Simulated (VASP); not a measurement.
Computed with PBE GGA, VASP's PBE PAW potentials (set 64) (plane waves; VASP 6.6.1).

A VASP calculation is set up with these files.

POSCAR:
```
PtSe2
1
    1.9023000000    -3.2948800000     0.0000000000
    1.9023000000     3.2948800000     0.0000000000
    0.0000000000     0.0000000000     5.1816000000
Pt Se
1 2
Direct
  0.0000000000   0.0000000000   0.0000000000
  0.3333330000   0.6666670000   0.2550000000
  0.6666670000   0.3333330000   0.7450000000
```

**KPOINTS**
```
Automatic mesh
0
Gamma
6 6 4
0 0 0
```

### INCAR
```
# general
SYSTEM  = PtSe2
PREC    = Accurate
ENCUT   = 400
LREAL   = .FALSE.
LASPH   = .TRUE.

# electronic loop
EDIFF   = 1E-6
NELM    = 100
ALGO    = Normal
LMAXMIX = 6

# smearing
ISMEAR  = 0
SIGMA   = 0.05

# functional
GGA     = PE

# ions
ISIF    = 2

# output
LWAVE   = .FALSE.
LCHARG  = .FALSE.
```

POTCAR, in this order: Pt Se (PBE.64 set). Program: vasp_std.

The resulting files:

### OSZICAR
```
       N       E                     dE             d eps       ncg     rms          rms(c)
DAV:   1     0.950165932897E+02    0.95017E+02   -0.87936E+03   760   0.103E+03
DAV:   2    -0.110941558493E+02   -0.10611E+03   -0.10397E+03   972   0.206E+02
DAV:   3    -0.149842735759E+02   -0.38901E+01   -0.38796E+01   846   0.429E+01
DAV:   4    -0.150146544570E+02   -0.30381E-01   -0.30379E-01   888   0.418E+00
DAV:   5    -0.150150252133E+02   -0.37076E-03   -0.37075E-03   853   0.431E-01    0.113E+01
DAV:   6    -0.145154947861E+02    0.49953E+00   -0.54304E+00   727   0.224E+01    0.735E+00
DAV:   7    -0.142617401090E+02    0.25375E+00   -0.10319E+00   727   0.107E+01    0.342E+00
DAV:   8    -0.142481262587E+02    0.13614E-01   -0.82242E-02   727   0.195E+00    0.898E-01
DAV:   9    -0.142444763583E+02    0.36499E-02   -0.12209E-02   811   0.117E+00    0.234E-01
DAV:  10    -0.142446445454E+02   -0.16819E-03   -0.15824E-03   776   0.343E-01    0.547E-02
DAV:  11    -0.142446280240E+02    0.16521E-04   -0.21415E-04   860   0.150E-01    0.171E-02
DAV:  12    -0.142446314408E+02   -0.34167E-05   -0.29739E-05   811   0.416E-02    0.742E-03
DAV:  13    -0.142446325134E+02   -0.10727E-05   -0.19944E-06   877   0.118E-02    0.409E-03
DAV:  14    -0.142446323440E+02    0.16941E-06   -0.58839E-07   416   0.816E-03
   1 F= -.14244632E+02 E0= -.14243406E+02  d E =-.245192E-02
```

OUTCAR:
```
------------------------ aborting loop because EDIFF is reached ----------------------------------------
  FORCE on cell =-STRESS in cart. coord.  units (eV):
  Direction    XX          YY          ZZ          XY          YZ          ZX
  --------------------------------------------------------------------------------------
  Total       -0.9681994     -0.9681993     -0.8094953     -0.0000000      0.0000000      0.0000000
  in kB      -23.8815725    -23.8815689    -19.9669816     -0.0000000      0.0000000      0.0000000
  external PRESSURE =     -22.5767077 kB  Pullay stress =       0.0000000 kB
  volume of cell :       64.95
      direct lattice vectors                 reciprocal lattice vectors
     1.902300000 -3.294880000  0.000000000     0.262839720 -0.151750595  0.000000000
     1.902300000  3.294880000  0.000000000     0.262839720  0.151750595  0.000000000
     0.000000000  0.000000000  5.181600000     0.000000000  0.000000000  0.192990582
 POSITION                                       TOTAL-FORCE (eV/Angst)
 -----------------------------------------------------------------------------------
      0.00000      0.00000      0.00000         0.000000     -0.000000      0.000000
      1.90230      1.09830      1.32131         0.000000      0.000000     -0.440596
      1.90230     -1.09830      3.86029        -0.000000     -0.000000      0.440596
 -----------------------------------------------------------------------------------
    total drift:                                0.000000     -0.000000      0.000000
  FREE ENERGIE OF THE ION-ELECTRON SYSTEM (eV)
  ---------------------------------------------------
  free  energy   TOTEN  =       -14.2446323440 eV

  energy  without entropy=      -14.2421804282  energy(sigma->0) =      -14.24340639
```
(Selected blocks of OUTCAR.)

The compound is PtSe2 in the 1T layered structure. The cell was not relaxed at this level. The k-mesh is coarse (spacing up to 0.32 per Å, 2π included), so the numbers may not be converged in it.
